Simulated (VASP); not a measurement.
Calculation: revTPSS meta-GGA, VASP's PBE PAW potentials (set 64) (plane waves; VASP).

Input for VASP

KPOINTS_OPT:
```
k-points along high-symmetry lines
6
Line-mode
Reciprocal
  0.000000   0.000000   0.000000 ! GAMMA
  0.000000   0.500000   0.000000 ! X

  0.000000   0.500000   0.000000 ! X
  0.500000   0.500000   0.000000 ! M

  0.500000   0.500000   0.000000 ! M
  0.000000   0.000000   0.000000 ! GAMMA

  0.000000   0.000000   0.000000 ! GAMMA
  0.000000   0.000000   0.500000 ! Z

  0.000000   0.000000   0.500000 ! Z
  0.000000   0.500000   0.500000 ! R

  0.000000   0.500000   0.500000 ! R
  0.500000   0.500000   0.500000 ! A

  0.500000   0.500000   0.500000 ! A
  0.000000   0.000000   0.500000 ! Z

  0.000000   0.500000   0.000000 ! X
  0.000000   0.500000   0.500000 ! R

  0.500000   0.500000   0.000000 ! M
  0.500000   0.500000   0.500000 ! A
```

INCAR:
```
ALGO=Normal
EDIFF=1E-7
ENCUT=520
ISIF=2
ISMEAR=-5
LASPH=T
LCHARG=F
LEFG=T
LMAXMIX=4
LMIXTAU=T
LORBIT=11
LREAL=F
LWAVE=F
METAGGA=RTPSS
NEDOS=601
NELM=100
PREC=Accurate
SYSTEM=PbO2
```

KPOINTS:
```
Regular mesh
0
G
 5 5 7
0 0 0
```

**POSCAR**
```
PbO2
1
    5.0310236786     0.0000000000     0.0000000000
    0.0000000000     5.0310236786     0.0000000000
    0.0000000000     0.0000000000     3.4477584657
Pb O
2 4
Direct
  0.0000000000   0.0000000000   0.0000000000
  0.5000000000   0.5000000000   0.5000000000
  0.3075673432   0.3075673432   0.0000000000
  0.8075673432   0.1924326568   0.5000000000
  0.1924326568   0.8075673432   0.5000000000
  0.6924326568   0.6924326568   0.0000000000
```

POTCAR, in this order: Pb_d O (PBE.64 set). Program: vasp_std.

What VASP printed:

**OSZICAR**
```
       N       E                     dE             d eps       ncg     rms          rms(c)
DAV:   1     0.820454154413E+03    0.82045E+03   -0.26078E+04  1488   0.206E+03
DAV:   2     0.199876421178E+03   -0.62058E+03   -0.60480E+03  1608   0.649E+02
DAV:   3     0.931697880248E+02   -0.10671E+03   -0.10497E+03  1929   0.285E+02
DAV:   4     0.876758905012E+02   -0.54939E+01   -0.54450E+01  1941   0.714E+01
DAV:   5     0.875249776633E+02   -0.15091E+00   -0.14989E+00  2126   0.114E+01    0.159E+01
DAV:   6     0.429784946795E+02   -0.44546E+02   -0.31697E+02  1488   0.154E+02    0.175E+01
DAV:   7     0.465827470811E+02    0.36043E+01   -0.67259E+00  2139   0.316E+01    0.134E+01
DAV:   8     0.479278987818E+02    0.13452E+01   -0.60908E+01  2232   0.714E+01    0.117E+01
DAV:   9     0.497412469101E+02    0.18133E+01   -0.12640E+01  2245   0.382E+01    0.308E+00
DAV:  10     0.495871002065E+02   -0.15415E+00   -0.96935E-01  1589   0.678E+00    0.190E+00
DAV:  11     0.496643318300E+02    0.77232E-01   -0.31808E-01  2449   0.756E+00    0.213E-01
DAV:  12     0.496150896778E+02   -0.49242E-01   -0.56841E-02  2151   0.250E+00    0.341E-01
DAV:  13     0.496051723896E+02   -0.99173E-02   -0.11540E-02  1970   0.111E+00    0.624E-02
DAV:  14     0.495991129477E+02   -0.60594E-02   -0.91145E-03  1955   0.701E-01    0.162E-01
DAV:  15     0.495988712404E+02   -0.24171E-03   -0.11957E-03  1860   0.320E-01    0.963E-02
DAV:  16     0.495987866029E+02   -0.84637E-04   -0.12987E-03  2265   0.302E-01    0.122E-02
DAV:  17     0.495987331142E+02   -0.53489E-04   -0.89690E-05  1800   0.809E-02    0.939E-03
DAV:  18     0.495987372258E+02    0.41116E-05   -0.15160E-05  2357   0.359E-02    0.311E-03
DAV:  19     0.495987344231E+02   -0.28027E-05   -0.28400E-06  1866   0.166E-02    0.689E-04
DAV:  20     0.495987327944E+02   -0.16287E-05   -0.94638E-07  1739   0.992E-03    0.155E-03
DAV:  21     0.495987327762E+02   -0.18198E-07   -0.10670E-07  1122   0.356E-03
   1 F= 0.49598733E+02 E0= 0.49598733E+02  d E =0.000000E+00
       N       E                     dE             ncg
       N       E                     dE             ncg
       N       E                     dE             ncg
```

### OUTCAR
```
------------------------ aborting loop because EDIFF is reached ----------------------------------------
  FORCE on cell =-STRESS in cart. coord.  units (eV):
  Direction    XX          YY          ZZ          XY          YZ          ZX
  --------------------------------------------------------------------------------------
  Total        0.0780899      0.0780899     -0.0414341      0.0000000      0.0000000      0.0000000
  in kB        1.4336928      1.4336928     -0.7607088      0.0000000      0.0000000      0.0000000
  external PRESSURE =       0.7022256 kB  Pullay stress =       0.0000000 kB
  volume of cell :       87.27
      direct lattice vectors                 reciprocal lattice vectors
     5.031023679  0.000000000  0.000000000     0.198766705  0.000000000  0.000000000
     0.000000000  5.031023679  0.000000000     0.000000000  0.198766705  0.000000000
     0.000000000  0.000000000  3.447758466     0.000000000  0.000000000  0.290043520
 POSITION                                       TOTAL-FORCE (eV/Angst)
 -----------------------------------------------------------------------------------
      0.00000      0.00000      0.00000        -0.000000      0.000000      0.000000
      2.51551      2.51551      1.72388        -0.000000      0.000000      0.000000
      1.54738      1.54738      0.00000         0.013647      0.013647     -0.000000
      4.06289      0.96813      1.72388         0.013647     -0.013647      0.000000
      0.96813      4.06289      1.72388        -0.013647      0.013647     -0.000000
      3.48365      3.48365      0.00000        -0.013647     -0.013647      0.000000
 -----------------------------------------------------------------------------------
    total drift:                                0.000000     -0.000000      0.000000
  FREE ENERGIE OF THE ION-ELECTRON SYSTEM (eV)
  ---------------------------------------------------
  free  energy   TOTEN  =        49.5987327762 eV

  energy  without entropy=       49.5987327762  energy(sigma->0) =       49.59873278

 total charge

# of ion       s       p       d       tot
------------------------------------------
    1        1.039   0.748  10.003  11.790
    2        1.039   0.748  10.003  11.790
    3        1.567   3.362   0.000   4.929
    4        1.567   3.362   0.000   4.929
    5        1.567   3.362   0.000   4.929
    6        1.567   3.362   0.000   4.929
--------------------------------------------------
tot          8.346  14.944  20.005  43.295

 Electric field gradients after diagonalization (V/A^2)
 (convention: |V_zz| > |V_xx| > |V_yy|)
----------------------------------------------------------------------
 ion       V_xx      V_yy      V_zz     asymmetry (V_yy - V_xx)/ V_zz
----------------------------------------------------------------------
   1    -107.970   -14.131   122.101       0.769
   2    -107.970   -14.131   122.101       0.769
   3      79.043    54.210  -133.252       0.186
   4      79.043    54.210  -133.252       0.186
   5      79.043    54.210  -133.252       0.186
   6      79.043    54.210  -133.252       0.186
```
(Selected blocks of OUTCAR.)

The compound is PbO2 in the rutile structure. It was relaxed first.
